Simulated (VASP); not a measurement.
Energy against volume of Mg (hcp). Level of theory: revTPSS meta-GGA, VASP's PBE PAW potentials (set 64) (plane waves; VASP). Numerical set-up: 520 eV cut-off, 13×13×7 Γ-centred mesh, first-order Methfessel-Paxton smearing of 0.10 eV, potentials Mg.

Shape and ions are relaxed at each volume.

| V (Å³/atom) | E (eV/atom) |
|---|---|
| 21.236 | -3.04065 |
| 21.914 | -3.04902 |
| 22.592 | -3.05171 |
| 23.270 | -3.04953 |

### Question
Fit these four points and predict the energy of the run at 23.947 Å³/atom.

### Answer
A cubic in V^(−2/3), the third-order Birch-Murnaghan form, passes through the four points with V0 = 22.61 Å³/atom and B0 = 38 GPa, and gives -3.0432 eV/atom there. The run gave -3.0432 eV/atom, -0.0 meV/atom from the fit; all five points give B0 = 38 GPa.

The compound is Mg in the hcp structure. It was relaxed first.
